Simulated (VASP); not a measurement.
Consider the following.

```
Be4S3Te
1.0
    5.08442     0.00000     0.00000
    0.00000     5.08442     0.00000
    0.00000     0.00000     5.08442
Be Te S
4 1 3
Direct
  0.98370   0.98370   0.98370
  0.51630   0.51630   0.98370
  0.51630   0.98370   0.51630
  0.98370   0.51630   0.51630
  0.25000   0.25000   0.25000
  0.75000   0.75000   0.25000
  0.75000   0.25000   0.75000
  0.25000   0.75000   0.75000
```

Computed with PBE GGA, VASP's PBE PAW potentials (set 64) (plane waves; VASP 6.6.1). Run with 400 eV cut-off, Gaussian smearing of 0.050 eV, potentials Be Te S.

Unless said otherwise, spin-orbit coupling is left out, though it shifts the bands of the heavy elements here.

### Question
Give the energies of bands 7 to 20 at the high-symmetry points, in eV from the valence-band maximum.

### Answer

```csv
band,Γ,X,M,R
7,-5.30,-4.04,-4.53,-5.79
8,-3.13,-4.04,-4.33,-5.79
9,-3.13,-3.96,-3.88,-2.19
10,-3.13,-3.63,-3.49,-2.19
11,-2.83,-2.96,-3.49,-1.76
12,-2.83,-2.55,-2.51,-1.76
13,-2.83,-2.42,-2.25,-1.76
14,0.00,-2.42,-1.80,-0.29
15,0.00,-1.18,-0.73,-0.29
16,0.00,-1.18,-0.73,-0.29
17,1.83,3.28,4.64,4.03
18,2.71,3.81,4.64,4.03
19,2.71,5.12,4.78,4.03
20,3.96,5.64,5.67,5.48
```

The gap is direct, 1.83 eV, from the valence maximum at Γ to the conduction minimum at Γ.

The structure was generated: Be4S3Te was put into an ordered model structure (P-43m), which need not be its known phase. It was relaxed first.
